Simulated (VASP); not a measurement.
Output of a VASP run:

OSZICAR:
```
       N       E                     dE             d eps       ncg     rms          rms(c)
DAV:   1     0.191523331963E+03    0.19152E+03   -0.11638E+04  2596   0.114E+03
DAV:   2    -0.239387806089E+02   -0.21546E+03   -0.21059E+03  2596   0.327E+02
DAV:   3    -0.366881370338E+02   -0.12749E+02   -0.12405E+02  3390   0.848E+01
DAV:   4    -0.373636512421E+02   -0.67551E+00   -0.67389E+00  4488   0.180E+01
DAV:   5    -0.373821238535E+02   -0.18473E-01   -0.18467E-01  3646   0.233E+00    0.225E+01
DAV:   6    -0.542589166373E+02   -0.16877E+02   -0.20103E+02  3570   0.173E+02    0.394E+01
DAV:   7    -0.323601213578E+02    0.21899E+02   -0.62825E+01  3130   0.111E+02    0.801E+00
DAV:   8    -0.326176904611E+02   -0.25757E+00   -0.86982E+00  3718   0.202E+01    0.345E+00
DAV:   9    -0.325390251632E+02    0.78665E-01   -0.75924E-01  4168   0.876E+00    0.153E+00
DAV:  10    -0.325286518961E+02    0.10373E-01   -0.50644E-02  3956   0.209E+00    0.824E-01
DAV:  11    -0.325281970655E+02    0.45483E-03   -0.93973E-03  4230   0.885E-01    0.470E-01
DAV:  12    -0.325271755286E+02    0.10215E-02   -0.27788E-03  4054   0.592E-01    0.151E-01
DAV:  13    -0.325271296135E+02    0.45915E-04   -0.19689E-04  3282   0.843E-02    0.751E-02
DAV:  14    -0.325271057212E+02    0.23892E-04   -0.44341E-05  4136   0.690E-02    0.353E-02
DAV:  15    -0.325271015527E+02    0.41684E-05   -0.42164E-05  4104   0.657E-02    0.110E-02
DAV:  16    -0.325271011147E+02    0.43806E-06   -0.42229E-06  2744   0.210E-02
   1 F= -.32527101E+02 E0= -.32489211E+02  d E =-.757805E-01
```

**OUTCAR**
```
------------------------ aborting loop because EDIFF is reached ----------------------------------------
  FORCE on cell =-STRESS in cart. coord.  units (eV):
  Direction    XX          YY          ZZ          XY          YZ          ZX
  --------------------------------------------------------------------------------------
  Total       -0.8194957     -0.8194957     -0.8438735      0.0000000     -0.0000000      0.0000000
  in kB      -17.7680546    -17.7680546    -18.2966064      0.0000000     -0.0000000      0.0000000
  external PRESSURE =     -17.9442386 kB  Pullay stress =       0.0000000 kB
  volume of cell :       73.90
      direct lattice vectors                 reciprocal lattice vectors
    -1.934449000  1.934449000  4.936769000     0.000000000  0.258471534  0.101280817
     1.934449000 -1.934449000  4.936769000     0.258471534  0.000000000  0.101280817
     1.934449000  1.934449000 -4.936769000     0.258471534  0.258471534  0.000000000
 POSITION                                       TOTAL-FORCE (eV/Angst)
 -----------------------------------------------------------------------------------
      0.00000      0.00000      0.00000        -0.000000     -0.000000     -0.000000
      1.93445     -0.00000      2.46838        -0.000000     -0.000000     -0.000000
     -0.00000      1.93445      2.46838        -0.000000     -0.000000     -0.000000
      0.00000      0.00000      6.25735        -0.000000     -0.000000     -0.130833
      0.00000      0.00000      3.61618         0.000000      0.000000      0.130833
 -----------------------------------------------------------------------------------
    total drift:                                0.000000     -0.000000      0.000000
  FREE ENERGIE OF THE ION-ELECTRON SYSTEM (eV)
  ---------------------------------------------------
  free  energy   TOTEN  =       -32.5271011147 eV

  energy  without entropy=      -32.4513205714  energy(sigma->0) =      -32.48921084
```
(Selected blocks of OUTCAR.)

**POSCAR**
```
Ca(CoSi)2
1
   -1.9344490000     1.9344490000     4.9367690000
    1.9344490000    -1.9344490000     4.9367690000
    1.9344490000     1.9344490000    -4.9367690000
Ca Co Si
1 2 2
Direct
  0.0000000000   0.0000000000   0.0000000000
  0.2500000000   0.7500000000   0.5000000000
  0.7500000000   0.2500000000   0.5000000000
  0.6337500000   0.6337500000   0.0000000000
  0.3662500000   0.3662500000   0.0000000000
```

Reconstruct the remaining input files.

This is not unique; one that fits is the input of the run itself, PBEsol GGA, plane waves, VASP's PBE PAW potentials (set 64).

KPOINTS:
```
Regular mesh
0
Gamma
  8 8 8
```

**INCAR**
```
# general
SYSTEM   =  Ca(CoSi)2
PREC     =  Accurate
ENCUT    =  300
LREAL    =  .FALSE.
LASPH    =  .TRUE.

# electronic loop
EDIFF    =  1E-6
NELM     =  100
ALGO     =  Normal
LMAXMIX  =  4

# smearing
ISMEAR   =  -1
SIGMA    =  0.1

# functional
GGA      =  PS

# ions
ISIF     =  2

# output
LWAVE    =  .FALSE.
LCHARG   =  .FALSE.
```

POTCAR, in this order: Ca_sv Co Si (PBE.64 set). Program: vasp_std.

At this cut-off the stress carries a Pulay error, which pulls relaxed volumes low.

The structure comes from a computed database's CaCo2Si2 entry (I4/mmm); how it stands against other phases isn't given here. The cell was not relaxed at this level. The run is one of a series of settings (GGA = PS, POTCAR Ca_sv Co Si (PBE.64 set) against the base run), some of them coarse on purpose. The run is not spin-polarised, so no magnetic state was tried.
